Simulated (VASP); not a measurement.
These are PBEsol GGA, VASP's PBE PAW potentials (set 64) (plane waves; VASP) values and carry that method's errors.

Input for VASP

### INCAR
```
EDIFFG  =  -0.03
NSW  =  50   # most ionic steps
NELM  =  100   # most electronic steps
ALGO  =  Normal
LWAVE  =  .TRUE.
NELMIN  =  4
LMAXMIX  =  6
SIGMA  =  0.1   # width (eV)
LREAL  =  .FALSE.
ISIF  =  2   # forces and stress, cell fixed
GGA  =  PS   # PBEsol
IBRION  =  2   # conjugate gradients
ENCUT  =  400   # plane-wave cut-off (eV)
LCHARG  =  .FALSE.
IDIPOL  =  3
DIPOL  =  0.5 0.5 0.5
EDIFF  =  1E-5   # SCF stop (eV)
LDIPOL  =  .TRUE.
ISMEAR  =  1   # Methfessel-Paxton
PREC  =  Normal
SYSTEM  =  Os(100) slab
LASPH  =  .TRUE.   # aspherical one-centre terms
```

POSCAR:
```
Os(100) slab
1
    4.3063851951     0.0000000000     0.0000000000
    0.0000000000     2.7310629018     0.0000000000
    0.0000000000     0.0000000000    24.4665191198
Os
8
Direct
  0.2500000000   0.5000000000   0.3711070000
  0.7500000000   0.0000000000   0.3388840000
  0.2500000000   0.0000000000   0.4677770000
  0.7500000000   0.5000000000   0.4355540000
  0.2500000000   0.5000000000   0.5644460000
  0.7500000000   0.0000000000   0.5322230000
  0.2500000000   0.0000000000   0.6611160000
  0.7500000000   0.5000000000   0.6288930000
```

File KPOINTS:
```
Regular mesh
0
G
  7 10 1
```

POTCAR, in this order: Os (PBE.64 set). Program: vasp_std.

What VASP printed:

File OUTCAR:
```
 ion  position               nearest neighbor table
   1  0.250  0.500  0.371-   2 2.67   2 2.67   2 2.67   2 2.67   4 2.67   4 2.67   3 2.73   3 2.73
  LATTYP: Found a simple orthorhombic cell.
 ALAT       =     2.7310629018
 B/A-ratio  =     1.5768165546
 C/A-ratio  =     8.9586069598
 Subroutine PRICEL returns:
 Original cell was already a primitive cell.
 Subroutine GETGRP returns: Found  8 space group operations
The static configuration has the point symmetry C_2h.
 The point group associated with its full space group is D_2h.
The dynamic configuration has the point symmetry C_2h.
 Subroutine INISYM returns: Found  8 space group operations
 Subroutine IBZKPT returns following result:
 Found     24 irreducible k-points:

 Following reciprocal coordinates:
            Coordinates               Weight
  0.000000  0.000000  0.000000      1.000000
  0.142857  0.000000  0.000000      2.000000
  0.285714  0.000000  0.000000      2.000000
  0.428571  0.000000  0.000000      2.000000
  0.000000  0.100000  0.000000      2.000000
  0.142857  0.100000  0.000000      4.000000
  0.285714  0.100000  0.000000      4.000000
...
```

File OSZICAR:
```
       N       E                     dE             d eps       ncg     rms          rms(c)
DAV:   1     0.418660140700E+03    0.41866E+03   -0.23447E+04  1824   0.116E+03
DAV:   2    -0.450421267702E+02   -0.46370E+03   -0.43701E+03  2260   0.401E+02
DAV:   3    -0.941428781828E+02   -0.49101E+02   -0.46030E+02  2350   0.109E+02
DAV:   4    -0.979945271561E+02   -0.38516E+01   -0.36902E+01  2700   0.274E+01
DAV:   5    -0.982004536976E+02   -0.20593E+00   -0.20090E+00  2730   0.503E+00    0.445E+01
DAV:   6    -0.938616232813E+02    0.43388E+01   -0.12302E+01  2832   0.178E+01    0.207E+01
DAV:   7    -0.109995636847E+03   -0.16134E+02   -0.12933E+02  3264   0.642E+01    0.337E+01
DAV:   8    -0.919666756004E+02    0.18029E+02   -0.62164E+01  3330   0.427E+01    0.573E+00
DAV:   9    -0.920162213757E+02   -0.49546E-01   -0.71829E+00  2936   0.122E+01    0.190E+00
DAV:  10    -0.920320387952E+02   -0.15817E-01   -0.52431E-01  2970   0.447E+00    0.157E+00
DAV:  11    -0.920149903303E+02    0.17048E-01   -0.62793E-02  3210   0.179E+00    0.138E+00
DAV:  12    -0.920120149525E+02    0.29754E-02   -0.91613E-03  2804   0.481E-01    0.105E+00
DAV:  13    -0.920110948754E+02    0.92008E-03   -0.47580E-02  3200   0.119E+00    0.591E-01
DAV:  14    -0.920087127673E+02    0.23821E-02   -0.67680E-03  3070   0.587E-01    0.488E-01
DAV:  15    -0.920080484403E+02    0.66433E-03   -0.10050E-03  3136   0.164E-01    0.316E-01
DAV:  16    -0.920072999307E+02    0.74851E-03   -0.28411E-03  3092   0.296E-01    0.110E-01
DAV:  17    -0.920073151542E+02   -0.15224E-04   -0.30801E-04  2382   0.110E-01    0.829E-02
DAV:  18    -0.920073543191E+02   -0.39165E-04   -0.15330E-04  2764   0.712E-02    0.827E-02
DAV:  19    -0.920073406909E+02    0.13628E-04   -0.61967E-05  2074   0.532E-02    0.395E-02
DAV:  20    -0.920073517844E+02   -0.11093E-04   -0.74187E-05  2284   0.388E-02    0.953E-03
DAV:  21    -0.920073831794E+02   -0.31395E-04   -0.13736E-05  1284   0.250E-02    0.761E-03
DAV:  22    -0.920073966573E+02   -0.13478E-04   -0.36895E-06  1218   0.119E-02    0.981E-03
DAV:  23    -0.920074053105E+02   -0.86532E-05   -0.17522E-06  1194   0.718E-03
   1 F= -.92007405E+02 E0= -.92007712E+02  d E =-.920074E+02
       N       E                     dE             d eps       ncg     rms          rms(c)
DAV:   1    -0.921856590026E+02   -0.17826E+00   -0.82738E+01  1824   0.395E+01    0.186E+00
DAV:   2    -0.922614709131E+02   -0.75812E-01   -0.10033E+00  2668   0.605E+00    0.186E+00
DAV:   3    -0.922551167345E+02    0.63542E-02   -0.34677E-01  3112   0.361E+00    0.158E+00
DAV:   4    -0.922426376799E+02    0.12479E-01   -0.22134E-01  3264   0.270E+00    0.126E+00
DAV:   5    -0.922404253670E+02    0.22123E-02   -0.12866E-01  3082   0.188E+00    0.814E-01
DAV:   6    -0.922314696442E+02    0.89557E-02   -0.79174E-02  3076   0.165E+00    0.340E-01
DAV:   7    -0.922306435871E+02    0.82606E-03   -0.13886E-02  3048   0.661E-01    0.184E-01
DAV:   8    -0.922302624800E+02    0.38111E-03   -0.23621E-03  3070   0.310E-01    0.498E-02
DAV:   9    -0.922302344022E+02    0.28078E-04   -0.17453E-04  2334   0.705E-02    0.250E-02
DAV:  10    -0.922302350276E+02   -0.62538E-06   -0.12575E-05  1306   0.199E-02
   2 F= -.92230235E+02 E0= -.92227805E+02  d E =-.222830E+00
       N       E                     dE             d eps       ncg     rms          rms(c)
DAV:   1    -0.922388222176E+02   -0.85878E-02   -0.58587E+00  1824   0.106E+01    0.585E-01
DAV:   2    -0.922541074190E+02   -0.15285E-01   -0.13234E-01  3080   0.221E+00    0.902E-01
DAV:   3    -0.922420266312E+02    0.12081E-01   -0.71956E-02  3192   0.170E+00    0.449E-01
DAV:   4    -0.922413805143E+02    0.64612E-03   -0.99329E-03  3116   0.628E-01    0.371E-01
DAV:   5    -0.922411313094E+02    0.24920E-03   -0.57825E-03  3058   0.468E-01    0.221E-01
DAV:   6    -0.922409809746E+02    0.15033E-03   -0.28513E-03  3038   0.323E-01    0.106E-01
DAV:   7    -0.922408404506E+02    0.14052E-03   -0.96972E-04  3056   0.173E-01    0.444E-02
DAV:   8    -0.922408082223E+02    0.32228E-04   -0.18985E-04  2886   0.845E-02    0.841E-03
DAV:   9    -0.922408106023E+02   -0.23800E-05   -0.14051E-05  1202   0.257E-02
   3 F= -.92240811E+02 E0= -.92238698E+02  d E =-.233405E+00
       N       E                     dE             d eps       ncg     rms          rms(c)
DAV:   1    -0.922501177764E+02   -0.93096E-02   -0.41905E+00  1824   0.905E+00    0.368E-01
DAV:   2    -0.922530809973E+02   -0.29632E-02   -0.37567E-02  2810   0.140E+00    0.389E-01
DAV:   3    -0.922528387206E+02    0.24228E-03   -0.18164E-02  3290   0.775E-01    0.359E-01
DAV:   4    -0.922517060992E+02    0.11326E-02   -0.46671E-03  3298   0.423E-01    0.227E-01
DAV:   5    -0.922521576779E+02   -0.45158E-03   -0.48466E-03  3088   0.391E-01    0.213E-01
DAV:   6    -0.922514534326E+02    0.70425E-03   -0.44285E-03  3286   0.396E-01    0.249E-02
DAV:   7    -0.922514553438E+02   -0.19112E-05   -0.16350E-04  2408   0.873E-02    0.170E-02
DAV:   8    -0.922514541277E+02    0.12161E-05   -0.12651E-05  1238   0.184E-02
   4 F= -.92251454E+02 E0= -.92249282E+02  d E =-.106435E-01
       N       E                     dE             d eps       ncg     rms          rms(c)
DAV:   1    -0.922520712540E+02   -0.61591E-03   -0.41395E-01  1824   0.285E+00    0.119E-01
DAV:   2    -0.922523829356E+02   -0.31168E-03   -0.37861E-03  2808   0.444E-01    0.125E-01
DAV:   3    -0.922523591118E+02    0.23824E-04   -0.20169E-03  3288   0.257E-01    0.117E-01
DAV:   4    -0.922522385067E+02    0.12061E-03   -0.50207E-04  3192   0.137E-01    0.725E-02
DAV:   5    -0.922522881313E+02   -0.49625E-04   -0.48666E-04  3080   0.123E-01    0.661E-02
DAV:   6    -0.922522197531E+02    0.68378E-04   -0.44015E-04  3284   0.125E-01    0.779E-03
DAV:   7    -0.922522197057E+02    0.47394E-07   -0.13362E-05  1174   0.283E-02
   5 F= -.92252220E+02 E0= -.92250049E+02  d E =-.114091E-01
       N       E                     dE             d eps       ncg     rms          rms(c)
DAV:   1    -0.922562670363E+02   -0.40473E-02   -0.19140E+00  1824   0.612E+00    0.245E-01
DAV:   2    -0.922577468431E+02   -0.14798E-02   -0.15953E-02  2684   0.104E+00    0.303E-01
DAV:   3    -0.922571547347E+02    0.59211E-03   -0.11823E-02  3288   0.664E-01    0.266E-01
DAV:   4    -0.922566555686E+02    0.49917E-03   -0.13494E-03  3240   0.247E-01    0.203E-01
DAV:   5    -0.922566827752E+02   -0.27207E-04   -0.81520E-04  3048   0.155E-01    0.132E-01
DAV:   6    -0.922565205822E+02    0.16219E-03   -0.15942E-03  3080   0.228E-01    0.404E-02
DAV:   7    -0.922565013181E+02    0.19264E-04   -0.19506E-04  2982   0.896E-02    0.345E-02
DAV:   8    -0.922564977309E+02    0.35872E-05   -0.13395E-05  1154   0.312E-02
   6 F= -.92256498E+02 E0= -.92254346E+02  d E =-.427803E-02
       N       E                     dE             d eps       ncg     rms          rms(c)
DAV:   1    -0.922573906173E+02   -0.88930E-03   -0.83619E-01  1824   0.404E+00    0.170E-01
DAV:   2    -0.922580319776E+02   -0.64136E-03   -0.65035E-03  2676   0.677E-01    0.191E-01
DAV:   3    -0.922578907934E+02    0.14118E-03   -0.53551E-03  3296   0.460E-01    0.183E-01
DAV:   4    -0.922575802365E+02    0.31056E-03   -0.85231E-04  3284   0.192E-01    0.123E-01
DAV:   5    -0.922575948116E+02   -0.14575E-04   -0.39253E-04  3040   0.108E-01    0.773E-02
DAV:   6    -0.922575311695E+02    0.63642E-04   -0.60414E-04  3088   0.142E-01    0.219E-02
DAV:   7    -0.922575255459E+02    0.56236E-05   -0.57654E-05  2106   0.526E-02
   7 F= -.92257526E+02 E0= -.92255399E+02  d E =-.530584E-02
```

### OUTCAR
```
------------------------ aborting loop because EDIFF is reached ----------------------------------------
  FORCE on cell =-STRESS in cart. coord.  units (eV):
  Direction    XX          YY          ZZ          XY          YZ          ZX
  --------------------------------------------------------------------------------------
  Total       -2.9814876     -7.6033663     -0.3171009      0.0000000      0.0000000      0.0000000
  in kB      -16.6007163    -42.3350163     -1.7655957      0.0000000      0.0000000      0.0000000
  external PRESSURE =     -20.2337761 kB  Pullay stress =       0.0000000 kB
  volume of cell :      287.75
      direct lattice vectors                 reciprocal lattice vectors
     4.306385195  0.000000000  0.000000000     0.232213319  0.000000000  0.000000000
     0.000000000  2.731062902  0.000000000     0.000000000  0.366157806  0.000000000
     0.000000000  0.000000000 24.466519120     0.000000000  0.000000000  0.040872181
 POSITION                                       TOTAL-FORCE (eV/Angst)
 -----------------------------------------------------------------------------------
      1.07660      1.36553      9.06179        -0.000000     -0.000000      0.023057
      3.22979      0.00000      8.41786         0.000000     -0.000000      0.011942
      1.07660      0.00000     11.41135        -0.000000     -0.000000      0.005329
      3.22979      1.36553     10.64487         0.000000     -0.000000     -0.014066
      1.07660      1.36553     13.82165        -0.000000      0.000000      0.014066
      3.22979      0.00000     13.05517         0.000000      0.000000     -0.005329
      1.07660      0.00000     16.04866         0.000000     -0.000000     -0.011942
      3.22979      1.36553     15.40473         0.000000     -0.000000     -0.023057
 -----------------------------------------------------------------------------------
    total drift:                                0.000000      0.000000     -0.000000
  FREE ENERGIE OF THE ION-ELECTRON SYSTEM (eV)
  ---------------------------------------------------
  free  energy   TOTEN  =       -92.2575255459 eV

  energy  without entropy=      -92.2511469291  energy(sigma->0) =      -92.25539934

 reached required accuracy - stopping structural energy minimisation
```
(Selected blocks of OUTCAR.)

CONTCAR:
```
Os(100) slab
   1.00000000000000
     4.3063851950999998    0.0000000000000000    0.0000000000000000
     0.0000000000000000    2.7310629018000001    0.0000000000000000
     0.0000000000000000    0.0000000000000000   24.4665191198000009
  Os
     8
Direct
     0.2500000000000000    0.5000000000000000    0.3703750761131365
     0.7500000000000000    0.0000000000000000    0.3440564381076659
     0.2500000000000000    0.0000000000000000    0.4664067082800612
     0.7500000000000000    0.5000000000000000    0.4350789747569565
     0.2500000000000000    0.5000000000000000    0.5649210252430436
     0.7500000000000000    0.0000000000000000    0.5335932917199389
     0.2500000000000000    0.0000000000000000    0.6559435618923343
     0.7500000000000000    0.5000000000000000    0.6296249238868633
```

The cell is a thin slab with vacuum, built from Os (hcp): (100) face.
